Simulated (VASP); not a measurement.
Output of a VASP run:

File OSZICAR:
```
       N       E                     dE             d eps       ncg     rms          rms(c)
DAV:   1    -0.400358002138E+04   -0.40036E+04   -0.15344E+04   520   0.105E+03
DAV:   2    -0.433153093611E+04   -0.32795E+03   -0.32327E+03   670   0.299E+02
DAV:   3    -0.436755664669E+04   -0.36026E+02   -0.35907E+02   600   0.118E+02
DAV:   4    -0.436867925815E+04   -0.11226E+01   -0.11206E+01   678   0.270E+01
DAV:   5    -0.234189021347E+02    0.43453E+04   -0.16536E+01   634   0.473E+01    0.632E+00
DAV:   6    -0.224882777768E+02    0.93062E+00   -0.28155E+00   662   0.141E+01    0.395E+00
DAV:   7    -0.225061725652E+02   -0.17895E-01   -0.12364E+00   768   0.695E+00    0.310E+00
DAV:   8    -0.225346436919E+02   -0.28471E-01   -0.12414E-01   744   0.182E+00    0.202E+00
DAV:   9    -0.225297932221E+02    0.48505E-02   -0.93413E-03   654   0.661E-01    0.106E+00
DAV:  10    -0.225289874514E+02    0.80577E-03   -0.55168E-03   662   0.446E-01    0.493E-01
DAV:  11    -0.225294197358E+02   -0.43228E-03   -0.13727E-03   654   0.232E-01    0.235E-01
DAV:  12    -0.225296848509E+02   -0.26512E-03   -0.31967E-04   786   0.137E-01    0.126E-01
DAV:  13    -0.225298385417E+02   -0.15369E-03   -0.16402E-04   742   0.917E-02    0.750E-02
DAV:  14    -0.225299316547E+02   -0.93113E-04   -0.79353E-05   716   0.588E-02    0.469E-02
DAV:  15    -0.225299823708E+02   -0.50716E-04   -0.30871E-05   620   0.360E-02    0.300E-02
DAV:  16    -0.225300080714E+02   -0.25701E-04   -0.13431E-05   646   0.235E-02    0.197E-02
DAV:  17    -0.225300207811E+02   -0.12710E-04   -0.61954E-06   540   0.158E-02    0.132E-02
DAV:  18    -0.225300270704E+02   -0.62893E-05   -0.31271E-06   558   0.112E-02    0.902E-03
DAV:  19    -0.225300301625E+02   -0.30920E-05   -0.14909E-06   482   0.750E-03    0.623E-03
DAV:  20    -0.225300316651E+02   -0.15026E-05   -0.75241E-07   414   0.540E-03    0.431E-03
DAV:  21    -0.225300323936E+02   -0.72850E-06   -0.44208E-07   394   0.432E-03
   1 F= -.22530032E+02 E0= -.22530032E+02  d E =-.106761E-33
```

### OUTCAR
```
------------------------ aborting loop because EDIFF is reached ----------------------------------------
  FORCE on cell =-STRESS in cart. coord.  units (eV):
  Direction    XX          YY          ZZ          XY          YZ          ZX
  --------------------------------------------------------------------------------------
  Total        0.8799491      0.8799491      0.8799491      0.0000000      0.0000000      0.0000000
  in kB        7.9561439      7.9561439      7.9561439      0.0000000      0.0000000      0.0000000
  external PRESSURE =       7.9561439 kB  Pullay stress =       0.0000000 kB
  volume of cell :      177.20
      direct lattice vectors                 reciprocal lattice vectors
     5.616794000  0.000000000  0.000000000     0.178037507  0.000000000  0.000000000
     0.000000000  5.616794000  0.000000000     0.000000000  0.178037507  0.000000000
     0.000000000  0.000000000  5.616794000     0.000000000  0.000000000  0.178037507
 POSITION                                       TOTAL-FORCE (eV/Angst)
 -----------------------------------------------------------------------------------
      0.00000      0.00000      0.00000         0.000000      0.000000      0.000000
      2.80840      2.80840      2.80840         0.000000      0.000000      0.000000
      0.00000      2.80840      2.80840         0.000000      0.000000      0.000000
      2.80840      0.00000      2.80840         0.000000      0.000000      0.000000
      2.80840      2.80840      0.00000         0.000000      0.000000      0.000000
 -----------------------------------------------------------------------------------
    total drift:                               -0.000001     -0.000001     -0.000000
  FREE ENERGIE OF THE ION-ELECTRON SYSTEM (eV)
  ---------------------------------------------------
  free  energy   TOTEN  =       -22.5300323936 eV

  energy  without entropy=      -22.5300323936  energy(sigma->0) =      -22.53003239

  exchange ACFDT corr.  =         0.00000000  see jH, gK, PRB 81, 115126
```
(Selected blocks of OUTCAR.)

### POSCAR
```
CsPbCl3
1
    5.6167940000     0.0000000000     0.0000000000
    0.0000000000     5.6167940000     0.0000000000
    0.0000000000     0.0000000000     5.6167940000
Cs Pb Cl
1 1 3
Direct
  0.0000000000   0.0000000000   0.0000000000
  0.5000000000   0.5000000000   0.5000000000
  0.0000000000   0.5000000000   0.5000000000
  0.5000000000   0.0000000000   0.5000000000
  0.5000000000   0.5000000000   0.0000000000
```

### Question
Write an INCAR and KPOINTS that could have produced this output.

### Answer
One answer among several that fit: the input of the run itself, PBE0 hybrid, plane waves, VASP's PBE PAW potentials (set 64).

INCAR:
```
SYSTEM = CsPbCl3
PREC = Accurate; ENCUT = 300; LREAL = F
LASPH = T; ISYM = 3
EDIFF = 1E-6; NELM = 100; ALGO = Normal
LMAXMIX = 4
ISMEAR = 0; SIGMA = 0.01
GGA = PE; LHFCALC = T; AEXX = 0.25
HFRCUT = -1; PRECFOCK = Fast
ISIF = 2
LWAVE = F; LCHARG = F
```

### KPOINTS
```
Automatic mesh
0
Gamma
5 5 5
0 0 0
```

POTCAR, in this order: Cs_sv Pb_d Cl (PBE.64 set). Program: vasp_std.

At this cut-off the stress carries a Pulay error, which pulls relaxed volumes low.

The structure comes from a computed database's CsPbCl3 entry; how it stands against other phases isn't given here. The cell was not relaxed at this level. The run is one of a series of settings (HFRCUT = -1, HFSCREEN removed against the base run), some of them coarse on purpose.
